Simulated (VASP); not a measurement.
Calculation: PBE GGA, VASP's PBE PAW potentials (set 64) (plane waves; VASP).

Input for VASP

File KPOINTS:
```
Automatic mesh
0
Gamma
14 14 14
0 0 0
```

### INCAR
```
LMAXMIX = 4   ! l cut-off of mixed one-centre charges
LREAL = F
ISIF = 3   ! ions, shape and volume
SIGMA = 0.1   ! width (eV)
SYSTEM = Ag
IBRION = 2   ! conjugate gradients
ISMEAR = 1
EDIFFG = -0.01
GGA = PE   ! PBE
LWAVE = F
PREC = Accurate
NELM = 100   ! most electronic steps
NSW = 60   ! most ionic steps
ENCUT = 480
LASPH = T
EDIFF = 1E-6
ALGO = Normal   ! blocked Davidson
LCHARG = F
```

### POSCAR
```
Ag
1
    0.0000000000     2.0737363993     2.0737363993
    2.0737363993     0.0000000000     2.0737363993
    2.0737363993     2.0737363993     0.0000000000
Ag
1
Direct
  0.0000000000   0.0000000000   0.0000000000
```

POTCAR, in this order: Ag (PBE.64 set). Program: vasp_std.

Problem. Estimate the energy per atom (σ→0), band gap (on the k-mesh).

Solution. 
- energy per atom (σ→0) = -2.717 eV/atom
- band gap (on the k-mesh) = none (metal, semimetal or under 0.01 eV)

OSZICAR:
```
...
DAV:   5    -0.295945720502E+01   -0.64358E-05   -0.64363E-05  2146   0.770E-02    0.465E+00
DAV:   6    -0.272614823850E+01    0.23331E+00   -0.11379E+00  1912   0.115E+01    0.309E+00
DAV:   7    -0.271958081799E+01    0.65674E-02   -0.81733E-03  1994   0.101E+00    0.176E+00
DAV:   8    -0.271707146020E+01    0.25094E-02   -0.67337E-04  1955   0.262E-01    0.649E-02
DAV:   9    -0.271707928112E+01   -0.78209E-05   -0.65568E-06  2185   0.245E-02    0.139E-02
DAV:  10    -0.271708614650E+01   -0.68654E-05   -0.39084E-06  2010   0.249E-02    0.499E-03
DAV:  11    -0.271708580200E+01    0.34449E-06   -0.56718E-08   979   0.257E-03
   1 F= -.27170858E+01 E0= -.27168473E+01  d E =-.271709E+01
```

The compound is Ag in the fcc structure. It was relaxed first. The start is the result of an earlier pass.
